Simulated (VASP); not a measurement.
An input for Quantum ESPRESSO's pw.x (written as the equivalent of a VASP run, and not itself run):

```
&CONTROL
  calculation = 'vc-relax'
  pseudo_dir = './pseudo'
  outdir = './out'
  tprnfor = .true.
  tstress = .true.
  nstep = 60
  forc_conv_thr = 0.00039
/
&SYSTEM
  ibrav = 0
  nat = 2
  ntyp = 2
  ecutwfc = 74
  occupations = 'smearing'
  smearing = 'gaussian'
  degauss = 0.003675
  input_dft = 'revpbe'
/
&ELECTRONS
  conv_thr = 7.3e-08
  electron_maxstep = 100
/
&IONS
/
&CELL
/
ATOMIC_SPECIES
  Li 6.940 Li.upf
  H 1.008 H.upf
CELL_PARAMETERS angstrom
     0.0000000    2.0400000    2.0400000
     2.0400000    0.0000000    2.0400000
     2.0400000    2.0400000    0.0000000
ATOMIC_POSITIONS crystal
  Li   0.0000000  0.0000000  0.0000000
  H    0.5000000  0.5000000  0.5000000
K_POINTS automatic
  10 10 10 0 0 0
```

Q: Translate this input to VASP (INCAR, KPOINTS, POSCAR, choice of POTCAR).

A: Several could match; the one computed here: 
**POSCAR**
```
LiH
1
    0.0000000000     2.0400000000     2.0400000000
    2.0400000000     0.0000000000     2.0400000000
    2.0400000000     2.0400000000     0.0000000000
Li H
1 1
Direct
  0.0000000000   0.0000000000   0.0000000000
  0.5000000000   0.5000000000   0.5000000000
```

### INCAR
```
# general
SYSTEM  =  LiH
PREC    =  Accurate
ENCUT   =  520   # plane-wave cut-off (eV)
LREAL   =  .FALSE.   # projection in real space or not
LASPH   =  .TRUE.

# electronic loop
EDIFF   =  1E-6   # SCF stop (eV)
NELM    =  100   # most electronic steps
ALGO    =  Normal

# smearing
ISMEAR  =  0   # Gaussian
SIGMA   =  0.05   # width (eV)

# functional
GGA     =  RE

# ions
IBRION  =  2
NSW     =  60
ISIF    =  3   # ions, shape and volume
EDIFFG  =  -0.01   # ionic stop

# output
LWAVE   =  .FALSE.
LCHARG  =  .FALSE.
```

**KPOINTS**
```
Automatic mesh
0
Gamma
10 10 10
0 0 0
```

POTCAR, in this order: Li_sv H (PBE.64 set). Program: vasp_std.

What does not carry over: the potentials are each code's own (VASP's PAW set, PseudoDojo norm-conserving files in pw.x), so ENCUT and ecutwfc are chosen apart and not converted; conv_thr bounds pw.x's estimated SCF error, while EDIFF bounds the energy change between steps; forc_conv_thr acts on force components and is met together with etot_conv_thr.

The compound is LiH in the rock salt structure. This run relaxes it. Symmetry was kept, so distortions that lower it aren't found.
